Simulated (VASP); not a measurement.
Calculation: PBEsol GGA, VASP's PBE PAW potentials (set 64) (plane waves; VASP 6.6.1).

VASP ran on this input.

**INCAR**
```
ALGO = Normal
EDIFF = 1E-6
EDIFFG = -0.01
ENCUT = 400
GGA = PS
IBRION = 2
ISIF = 3
ISMEAR = 1
LASPH = .True.
LCHARG = .False.
LMAXMIX = 6
LREAL = .False.
LWAVE = .False.
NELM = 100
NSW = 60
PREC = Accurate
SIGMA = 0.1
SYSTEM = LaTe
```

**KPOINTS**
```
Automatic mesh
0
gamma
8 8 8
0 0 0
```

POSCAR:
```
LaTe
1
    0.0000000000     3.7260000000     3.7260000000
    3.7260000000     0.0000000000     3.7260000000
    3.7260000000     3.7260000000     0.0000000000
La Te
1 1
Direct
  0.0000000000   0.0000000000   0.0000000000
  0.5000000000   0.5000000000   0.5000000000
```

POTCAR, in this order: La Te (PBE.64 set). Program: vasp_std.

What VASP printed:

**OSZICAR**
```
       N       E                     dE             d eps       ncg     rms          rms(c)
DAV:   1     0.150238749983E+03    0.15024E+03   -0.46744E+03   696   0.115E+03
DAV:   2     0.599081757685E+01   -0.14425E+03   -0.14242E+03  1008   0.231E+02
DAV:   3    -0.900608493558E+01   -0.14997E+02   -0.14915E+02   792   0.106E+02
DAV:   4    -0.102001743076E+02   -0.11941E+01   -0.11737E+01  1272   0.316E+01
DAV:   5    -0.103330364082E+02   -0.13286E+00   -0.11553E+00   976   0.635E+00    0.319E+00
DAV:   6    -0.104041978822E+02   -0.71161E-01   -0.75912E+00  1036   0.154E+01    0.283E+00
DAV:   7    -0.103062600221E+02    0.97938E-01   -0.96920E-01  1332   0.550E+00    0.209E+00
DAV:   8    -0.102507752515E+02    0.55485E-01   -0.48233E-01  1180   0.488E+00    0.562E-01
DAV:   9    -0.102528901411E+02   -0.21149E-02   -0.36369E-02  1244   0.161E+00    0.199E-01
DAV:  10    -0.102542857756E+02   -0.13956E-02   -0.78659E-03   912   0.514E-01    0.109E-01
DAV:  11    -0.102546393076E+02   -0.35353E-03   -0.30858E-03  1344   0.267E-01    0.109E-01
DAV:  12    -0.102548162627E+02   -0.17696E-03   -0.20311E-03  1064   0.257E-01    0.313E-02
DAV:  13    -0.102548808199E+02   -0.64557E-04   -0.65380E-04  1356   0.830E-02    0.191E-02
DAV:  14    -0.102549144391E+02   -0.33619E-04   -0.44861E-04  1248   0.768E-02    0.151E-02
DAV:  15    -0.102549201092E+02   -0.56701E-05   -0.91874E-05  1160   0.312E-02    0.104E-02
DAV:  16    -0.102549272442E+02   -0.71350E-05   -0.13844E-04   992   0.298E-02    0.357E-03
DAV:  17    -0.102549251226E+02    0.21216E-05    0.17325E-05   672   0.111E-02    0.133E-03
DAV:  18    -0.102549248099E+02    0.31266E-06    0.37746E-06   680   0.600E-03
   1 F= -.10254925E+02 E0= -.10254557E+02  d E =-.102549E+02
       N       E                     dE             d eps       ncg     rms          rms(c)
DAV:   1    -0.347436766669E+02   -0.24489E+02   -0.71756E+02   808   0.318E+02    0.288E+01
DAV:   2    -0.173152287117E+02    0.17428E+02   -0.32022E+01  1132   0.739E+01    0.125E+01
DAV:   3    -0.117580541619E+02    0.55572E+01   -0.24099E+01  1140   0.436E+01    0.730E+00
DAV:   4    -0.120090008314E+02   -0.25095E+00   -0.38448E+00  1168   0.281E+01    0.487E+00
DAV:   5    -0.120242846258E+02   -0.15284E-01   -0.33076E-01  1156   0.484E+00    0.295E+00
DAV:   6    -0.120548249638E+02   -0.30540E-01   -0.19644E-01  1356   0.336E+00    0.433E-01
DAV:   7    -0.120559513132E+02   -0.11263E-02   -0.15582E-02  1080   0.105E+00    0.131E-01
DAV:   8    -0.120558986333E+02    0.52680E-04   -0.14788E-03  1236   0.356E-01    0.106E-01
DAV:   9    -0.120559256540E+02   -0.27021E-04   -0.52757E-04  1256   0.181E-01    0.181E-02
DAV:  10    -0.120559319655E+02   -0.63116E-05   -0.51323E-05  1244   0.454E-02    0.211E-02
DAV:  11    -0.120559336331E+02   -0.16675E-05   -0.11021E-05  1184   0.312E-02    0.381E-03
DAV:  12    -0.120559334622E+02    0.17086E-06   -0.14836E-06   668   0.144E-02
   2 F= -.12055933E+02 E0= -.12056010E+02  d E =-.180101E+01
       N       E                     dE             d eps       ncg     rms          rms(c)
DAV:   1    -0.121672368658E+02   -0.11130E+00   -0.26592E+00   892   0.171E+01    0.166E+00
DAV:   2    -0.120825857919E+02    0.84651E-01   -0.46952E-01  1148   0.996E+00    0.574E-01
DAV:   3    -0.120710767193E+02    0.11509E-01   -0.33372E-02  1092   0.156E+00    0.140E-01
DAV:   4    -0.120697097164E+02    0.13670E-02   -0.60767E-03  1128   0.488E-01    0.129E-01
DAV:   5    -0.120697411600E+02   -0.31444E-04   -0.82590E-04  1112   0.247E-01    0.486E-02
DAV:   6    -0.120697699567E+02   -0.28797E-04   -0.33070E-04  1260   0.154E-01    0.245E-02
DAV:   7    -0.120697824787E+02   -0.12522E-04   -0.55060E-05  1148   0.549E-02    0.936E-03
DAV:   8    -0.120697858643E+02   -0.33856E-05   -0.23623E-05  1168   0.418E-02    0.494E-03
DAV:   9    -0.120697857386E+02    0.12567E-06   -0.40633E-06  1020   0.138E-02
   3 F= -.12069786E+02 E0= -.12069836E+02  d E =-.181486E+01
```

File OUTCAR:
```
------------------------ aborting loop because EDIFF is reached ----------------------------------------
  FORCE on cell =-STRESS in cart. coord.  units (eV):
  Direction    XX          YY          ZZ          XY          YZ          ZX
  --------------------------------------------------------------------------------------
  Total        0.0050343      0.0050343      0.0050343     -0.0000000      0.0000000     -0.0000000
  in kB        0.1236449      0.1236449      0.1236449     -0.0000000      0.0000000     -0.0000000
  external PRESSURE =       0.1236449 kB  Pullay stress =       0.0000000 kB
  volume of cell :       65.23
      direct lattice vectors                 reciprocal lattice vectors
    -0.000000000  3.195076320  3.195076320    -0.156490785  0.156490785  0.156490785
     3.195076320 -0.000000000  3.195076320     0.156490785 -0.156490785  0.156490785
     3.195076320  3.195076320  0.000000000     0.156490785  0.156490785 -0.156490785
 POSITION                                       TOTAL-FORCE (eV/Angst)
 -----------------------------------------------------------------------------------
      0.00000      0.00000      0.00000         0.000000      0.000000     -0.000000
      3.19508      3.19508      3.19508         0.000000      0.000000      0.000000
 -----------------------------------------------------------------------------------
    total drift:                                0.000000      0.000000      0.000000
  FREE ENERGIE OF THE ION-ELECTRON SYSTEM (eV)
  ---------------------------------------------------
  free  energy   TOTEN  =       -12.0697857386 eV

  energy  without entropy=      -12.0699368390  energy(sigma->0) =      -12.06983611

 reached required accuracy - stopping structural energy minimisation
```
(Selected blocks of OUTCAR.)

**CONTCAR**
```
LaTe
   1.00000000000000
    -0.0000000000000000    3.1950763200973054    3.1950763200973058
     3.1950763200973054   -0.0000000000000000    3.1950763200973058
     3.1950763200973054    3.1950763200973054    0.0000000000000000
  La              Te
     1     1
Direct
     0.0000000000000000    0.0000000000000000    0.0000000000000000
     0.5000000000000000    0.5000000000000000    0.5000000000000000
```

### OUTCAR
```
 val. band max:        8.3903021302   @ k =   0.3750   0.1250   0.0000

 cond. band min:       8.4308338324   @ k =   0.1250   0.0000   0.0000


 Fermi energy:         8.4134448675

 k-point     1 :       0.0000    0.0000    0.0000
  band No.  band energies     occupation
      1     -24.9286      2.00000
      2      -8.5974      2.00000
      3      -8.5974      2.00000
      4      -8.5974      2.00000
      5      -3.9321      2.00000
      6       6.1559      2.00000
      7       6.1559      2.00000
      8       6.1559      2.00000
      9       8.3856      1.45226
     10       8.3856      1.45226
     11       8.3856      1.45226
     12       9.0814     -0.00000

 k-point     2 :       0.1250    0.0000    0.0000
  band No.  band energies     occupation
      1     -24.9249      2.00000
      2      -8.6860      2.00000
      3      -8.5996      2.00000
      4      -8.5996      2.00000
      5      -3.7620      2.00000
      6       5.4775      2.00000
      7       5.7687      2.00000
      8       5.7687      2.00000
      9       8.4308      0.71056
     10       8.5844     -0.03628
     11       8.5844     -0.03628
     12       9.4645     -0.00000

 k-point     3 :       0.2500    0.0000    0.0000
  band No.  band energies     occupation
      1     -24.9159      2.00000
      2      -8.8826      2.00000
      3      -8.6049      2.00000
      4      -8.6049      2.00000
      5      -3.3514      2.00000
      6       4.3396      2.00000
      7       5.1257      2.00000
      8       5.1257      2.00000
      9       8.5852     -0.03559
     10       9.0620     -0.00000
     11       9.0620     -0.00000
     12       9.8373     -0.00000

 k-point     4 :       0.3750    0.0000    0.0000
  band No.  band energies     occupation
      1     -24.9068      2.00000
      2      -9.0598      2.00000
      3      -8.6101      2.00000
      4      -8.6101      2.00000
      5      -2.9278      2.00000
      6       3.4551      2.00000
...
```

Energy and stress use the plane-wave basis of the starting cell. Unless said otherwise, spin-orbit coupling is left out, though it shifts the bands of the heavy elements here.

The structure was generated: LaTe was put into the rock salt type (Fm-3m), which need not be its known phase. This run relaxes it. Symmetry was kept, so distortions that lower it aren't found. The electron count is odd and the run is not spin-polarised, which forces a metal. VASP warned that the highest band is occupied, so more bands are needed.
